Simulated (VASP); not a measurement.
## Al: single point with LDA

The system is Al.

```xyz
2
Lattice="2.8633 0.0000 0.0000 -1.4317 2.4797 0.0000 0.0000 0.0000 4.6758" Properties=species:S:1:pos:R:3 pbc="T T T"
Al    0.0000    1.6532    1.1690
Al    1.4317    0.8266    3.5069
```

This isn't the form of Al at room conditions, which is fcc.

```
Program             : VASP 6.6.1
Task                : single point
Functional          : LDA
Potentials or basis : VASP PAW LDA potentials, release 64 (Al)
Cutoff              : 520 eV
k mesh              : 9 × 9 × 4
Occupations         : gaussian, width 0.1 eV
Spin                : no spin polarisation
```

```
Pressure               : -2.9 GPa
Band gap on the k mesh : none (metal or under the smearing width)
```

Stress tensor (GPa, compression positive):
```
-2.56  0.00  0.00
 0.00 -2.56  0.00
 0.00  0.00 -3.67
```

Levels at points of the mesh, in eV from the Fermi level:
```tsv
k point	band 1	band 2	band 3	band 4	band 5	band 6	band 7
(0.00, 0.00, 0.00)	-11.00	-4.46	-4.33	10.45	10.45	10.96	10.96
(0.00, 0.00, 0.50)	-9.32	-9.32	3.48	3.48	11.75	11.75	11.75
```

Wall time 5.5 s on 1 thread of Intel(R) Xeon(R) Platinum 8259CL CPU @ 2.50GHz (Skylake/Cascade Lake) (shared host), peak memory 0.13 GiB.
